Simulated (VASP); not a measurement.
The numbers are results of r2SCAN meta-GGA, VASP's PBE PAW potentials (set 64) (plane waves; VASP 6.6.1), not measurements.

A VASP calculation is set up with these files.

INCAR:
```
EDIFF  =  1E-6   ! SCF stop (eV)
IBRION  =  2
ALGO  =  Normal   ! blocked Davidson
LASPH  =  T   ! aspherical one-centre terms
LMAXMIX  =  4   ! l cut-off of mixed one-centre charges
ISMEAR  =  1
SYSTEM  =  NbTe
ENCUT  =  400   ! plane-wave cut-off (eV)
METAGGA  =  R2SCAN
LCHARG  =  F
ISIF  =  3   ! ions, shape and volume
LMIXTAU  =  T
NELM  =  100
SIGMA  =  0.1   ! width (eV)
EDIFFG  =  -0.01
LREAL  =  F   ! projection in real space or not
LWAVE  =  F
NSW  =  60   ! most ionic steps
PREC  =  Accurate
```

**POSCAR**
```
NbTe
1
    3.9260000000     0.0000000000     0.0000000000
    0.0000000000     3.9260000000     0.0000000000
    0.0000000000     0.0000000000     3.9260000000
Nb Te
1 1
Direct
  0.0000000000   0.0000000000   0.0000000000
  0.5000000000   0.5000000000   0.5000000000
```

**KPOINTS**
```
Automatic mesh
0
Gamma
9 9 9
0 0 0
```

POTCAR, in this order: Nb_sv Te (PBE.64 set). Program: vasp_std.

Output of the run:

**OSZICAR**
```
...
DAV:  14    -0.483889663605E+02   -0.38107E-02   -0.25850E-03  1085   0.484E-01    0.946E-02
DAV:  15    -0.483893612534E+02   -0.39489E-03   -0.46831E-04  1240   0.201E-01    0.520E-02
DAV:  16    -0.483896060571E+02   -0.24480E-03   -0.30942E-04   983   0.225E-01    0.184E-02
DAV:  17    -0.483896040412E+02    0.20159E-05   -0.28397E-04  1102   0.154E-01    0.260E-02
DAV:  18    -0.483896490921E+02   -0.45051E-04   -0.32913E-05  1224   0.560E-02    0.289E-02
DAV:  19    -0.483896533754E+02   -0.42833E-05   -0.23810E-05  1045   0.399E-02    0.103E-02
DAV:  20    -0.483896705811E+02   -0.17206E-04   -0.20820E-05   961   0.479E-02    0.367E-03
DAV:  21    -0.483896719214E+02   -0.13404E-05   -0.23285E-06   875   0.161E-02    0.229E-03
DAV:  22    -0.483896719400E+02   -0.18545E-07   -0.29298E-07   505   0.572E-03
   1 F= -.48389672E+02 E0= -.48389348E+02  d E =-.483897E+02
       N       E                     dE             d eps       ncg     rms          rms(c)
DAV:   1    -0.112636404585E+03   -0.64247E+02   -0.19680E+03   920   0.596E+02    0.802E+01
DAV:   2    -0.563257412773E+02    0.56311E+02   -0.97270E+01  1098   0.149E+02    0.220E+01
DAV:   3    -0.489102976147E+02    0.74154E+01   -0.46128E+01  1632   0.793E+01    0.185E+01
DAV:   4    -0.485646346104E+02    0.34566E+00   -0.86422E+00  1317   0.218E+01    0.697E+00
DAV:   5    -0.491436038910E+02   -0.57897E+00   -0.18499E+00  1512   0.127E+01    0.508E+00
DAV:   6    -0.491940187394E+02   -0.50415E-01   -0.24041E-01  1235   0.496E+00    0.347E+00
DAV:   7    -0.493202152873E+02   -0.12620E+00   -0.14817E+00  1437   0.127E+01    0.151E+00
DAV:   8    -0.492965053327E+02    0.23710E-01   -0.11901E-01  1208   0.424E+00    0.110E+00
DAV:   9    -0.493080798278E+02   -0.11574E-01   -0.15134E-02  1287   0.122E+00    0.773E-01
DAV:  10    -0.493073626468E+02    0.71718E-03   -0.40950E-02  1466   0.187E+00    0.795E-02
DAV:  11    -0.493075087703E+02   -0.14612E-03   -0.16261E-03  1055   0.461E-01    0.487E-02
DAV:  12    -0.493075219461E+02   -0.13176E-04   -0.59905E-05  1663   0.835E-02    0.359E-02
DAV:  13    -0.493075225392E+02   -0.59313E-06   -0.63838E-06  1156   0.369E-02
   2 F= -.49307523E+02 E0= -.49307137E+02  d E =-.917851E+00
       N       E                     dE             d eps       ncg     rms          rms(c)
DAV:   1    -0.573904019364E+02   -0.80829E+01   -0.26508E+02  1050   0.244E+02    0.170E+01
DAV:   2    -0.517182854552E+02    0.56721E+01   -0.54570E+01  1552   0.858E+01    0.105E+01
DAV:   3    -0.505080531954E+02    0.12102E+01   -0.29111E+00  1114   0.131E+01    0.488E+00
DAV:   4    -0.502422786590E+02    0.26577E+00   -0.24212E+00  1465   0.118E+01    0.179E+00
DAV:   5    -0.503419925085E+02   -0.99714E-01   -0.17394E-01  1181   0.345E+00    0.165E+00
DAV:   6    -0.502360587504E+02    0.10593E+00   -0.62298E-02  1056   0.379E+00    0.656E-01
DAV:   7    -0.504168941236E+02   -0.18084E+00   -0.23260E-01  1569   0.433E+00    0.413E-01
DAV:   8    -0.504184309873E+02   -0.15369E-02   -0.91312E-03  1177   0.839E-01    0.521E-01
DAV:   9    -0.504114714248E+02    0.69596E-02   -0.11566E-02  1025   0.131E+00    0.109E+00
DAV:  10    -0.504188817450E+02   -0.74103E-02   -0.52448E-03  1225   0.916E-01    0.605E-01
DAV:  11    -0.504191186951E+02   -0.23695E-03   -0.37515E-04  1264   0.257E-01    0.319E-01
DAV:  12    -0.504190775394E+02    0.41156E-04   -0.11427E-04  1406   0.115E-01    0.119E-01
DAV:  13    -0.504190655543E+02    0.11985E-04   -0.98824E-05  1203   0.128E-01    0.570E-02
DAV:  14    -0.504191362460E+02   -0.70692E-04   -0.32946E-05  1045   0.774E-02    0.372E-02
DAV:  15    -0.504191363132E+02   -0.67193E-07   -0.48277E-06  1313   0.186E-02
   3 F= -.50419136E+02 E0= -.50419307E+02  d E =-.202946E+01
       N       E                     dE             d eps       ncg     rms          rms(c)
DAV:   1    -0.504395328827E+02   -0.20397E-01   -0.60348E-01  1020   0.114E+01    0.948E-01
DAV:   2    -0.504245076807E+02    0.15025E-01   -0.61929E-02  1181   0.332E+00    0.383E-01
DAV:   3    -0.504229340710E+02    0.15736E-02   -0.77010E-03  1565   0.980E-01    0.132E-01
DAV:   4    -0.504224796284E+02    0.45444E-03   -0.26589E-03  1682   0.397E-01    0.682E-02
DAV:   5    -0.504229397882E+02   -0.46016E-03   -0.87321E-04  1274   0.288E-01    0.617E-02
DAV:   6    -0.504230622515E+02   -0.12246E-03   -0.22246E-04  1789   0.132E-01    0.265E-02
DAV:   7    -0.504230617883E+02    0.46326E-06   -0.11330E-04  1180   0.107E-01    0.839E-03
DAV:   8    -0.504230854949E+02   -0.23707E-04   -0.64583E-05  1075   0.991E-02    0.524E-03
DAV:   9    -0.504230918845E+02   -0.63896E-05   -0.82389E-06  1219   0.324E-02    0.338E-03
DAV:  10    -0.504230919036E+02   -0.19161E-07   -0.84464E-07   645   0.132E-02
   4 F= -.50423092E+02 E0= -.50423277E+02  d E =-.203342E+01
       N       E                     dE             d eps       ncg     rms          rms(c)
DAV:   1    -0.504327784238E+02   -0.96865E-02   -0.35798E-01  1020   0.883E+00    0.730E-01
DAV:   2    -0.504239363017E+02    0.88421E-02   -0.36677E-02  1186   0.257E+00    0.296E-01
DAV:   3    -0.504230039380E+02    0.93236E-03   -0.45633E-03  1560   0.759E-01    0.101E-01
DAV:   4    -0.504227413519E+02    0.26259E-03   -0.15303E-03  1677   0.304E-01    0.517E-02
DAV:   5    -0.504230107529E+02   -0.26940E-03   -0.52304E-04  1320   0.222E-01    0.474E-02
DAV:   6    -0.504230855993E+02   -0.74846E-04   -0.11816E-04  1797   0.982E-02    0.205E-02
DAV:   7    -0.504230881783E+02   -0.25790E-05   -0.66564E-05  1200   0.798E-02    0.628E-03
DAV:   8    -0.504231015091E+02   -0.13331E-04   -0.35444E-05  1131   0.744E-02    0.401E-03
DAV:   9    -0.504231048697E+02   -0.33606E-05   -0.38149E-06  1052   0.225E-02    0.236E-03
DAV:  10    -0.504231048400E+02    0.29760E-07   -0.45964E-07   535   0.985E-03
   5 F= -.50423105E+02 E0= -.50423279E+02  d E =-.203343E+01
       N       E                     dE             d eps       ncg     rms          rms(c)
DAV:   1    -0.504371774255E+02   -0.14073E-01   -0.53218E-01  1035   0.107E+01    0.873E-01
DAV:   2    -0.504240342199E+02    0.13143E-01   -0.57998E-02  1196   0.318E+00    0.358E-01
DAV:   3    -0.504227115811E+02    0.13226E-02   -0.59953E-03  1497   0.879E-01    0.125E-01
DAV:   4    -0.504222602886E+02    0.45129E-03   -0.25517E-03  1647   0.390E-01    0.668E-02
DAV:   5    -0.504226148282E+02   -0.35454E-03   -0.78539E-04  1241   0.283E-01    0.577E-02
DAV:   6    -0.504227010078E+02   -0.86180E-04   -0.16398E-04  1805   0.108E-01    0.234E-02
DAV:   7    -0.504227151248E+02   -0.14117E-04   -0.70958E-05  1251   0.705E-02    0.787E-03
DAV:   8    -0.504227229389E+02   -0.78141E-05   -0.39110E-05  1162   0.770E-02    0.474E-03
DAV:   9    -0.504227279368E+02   -0.49979E-05   -0.72177E-06  1267   0.293E-02    0.336E-03
DAV:  10    -0.504227277106E+02    0.22616E-06   -0.70748E-07   595   0.129E-02
   6 F= -.50422728E+02 E0= -.50422913E+02  d E =0.377129E-03
       N       E                     dE             d eps       ncg     rms          rms(c)
DAV:   1    -0.504284823559E+02   -0.57544E-02   -0.18709E-01  1020   0.637E+00    0.525E-01
DAV:   2    -0.504238573912E+02    0.46250E-02   -0.19364E-02  1186   0.186E+00    0.213E-01
DAV:   3    -0.504233745232E+02    0.48287E-03   -0.23577E-03  1562   0.546E-01    0.734E-02
DAV:   4    -0.504232344379E+02    0.14009E-03   -0.83886E-04  1681   0.223E-01    0.381E-02
DAV:   5    -0.504233799311E+02   -0.14549E-03   -0.27658E-04  1270   0.163E-01    0.346E-02
DAV:   6    -0.504234232136E+02   -0.43283E-04   -0.66354E-05  1805   0.716E-02    0.145E-02
DAV:   7    -0.504234249888E+02   -0.17752E-05   -0.32055E-05  1195   0.554E-02    0.454E-03
DAV:   8    -0.504234313165E+02   -0.63277E-05   -0.19262E-05  1094   0.542E-02    0.286E-03
DAV:   9    -0.504234337814E+02   -0.24649E-05   -0.24057E-06   847   0.189E-02    0.145E-03
DAV:  10    -0.504234337858E+02   -0.43296E-08   -0.32389E-07   505   0.777E-03
   7 F= -.50423434E+02 E0= -.50423616E+02  d E =-.328946E-03
```

File OUTCAR:
```
------------------------ aborting loop because EDIFF is reached ----------------------------------------
  FORCE on cell =-STRESS in cart. coord.  units (eV):
  Direction    XX          YY          ZZ          XY          YZ          ZX
  --------------------------------------------------------------------------------------
  Total        0.0042425      0.0042425      0.0042425      0.0000000      0.0000000     -0.0000000
  in kB        0.1699403      0.1699403      0.1699403      0.0000000      0.0000000     -0.0000000
  external PRESSURE =       0.1699403 kB  Pullay stress =       0.0000000 kB
  volume of cell :       40.00
      direct lattice vectors                 reciprocal lattice vectors
     3.419885265 -0.000000000  0.000000000     0.292407471  0.000000000 -0.000000000
    -0.000000000  3.419885265  0.000000000     0.000000000  0.292407471  0.000000000
     0.000000000 -0.000000000  3.419885265    -0.000000000 -0.000000000  0.292407471
 POSITION                                       TOTAL-FORCE (eV/Angst)
 -----------------------------------------------------------------------------------
      0.00000      0.00000      0.00000        -0.000000     -0.000000      0.000000
      1.70994      1.70994      1.70994         0.000000      0.000000      0.000000
 -----------------------------------------------------------------------------------
    total drift:                               -0.000000      0.000000     -0.000000
  FREE ENERGIE OF THE ION-ELECTRON SYSTEM (eV)
  ---------------------------------------------------
  free  energy   TOTEN  =       -50.4234337858 eV

  energy  without entropy=      -50.4239795739  energy(sigma->0) =      -50.42361572

 reached required accuracy - stopping structural energy minimisation
```
(Selected blocks of OUTCAR.)

**CONTCAR**
```
NbTe
   1.00000000000000
     3.4198852654578187   -0.0000000000000000    0.0000000000000000
    -0.0000000000000000    3.4198852654578187    0.0000000000000000
     0.0000000000000000   -0.0000000000000000    3.4198852654578187
  Nb              Te
     1     1
Direct
     0.0000000000000000    0.0000000000000000    0.0000000000000000
     0.5000000000000000    0.5000000000000000    0.5000000000000000
```

Energy and stress use the plane-wave basis of the starting cell.

The structure was generated: NbTe was put into the CsCl type type (Pm-3m), which need not be its known phase. This run relaxes it. Symmetry was kept, so distortions that lower it aren't found. The electron count is odd and the run is not spin-polarised, which forces a metal.
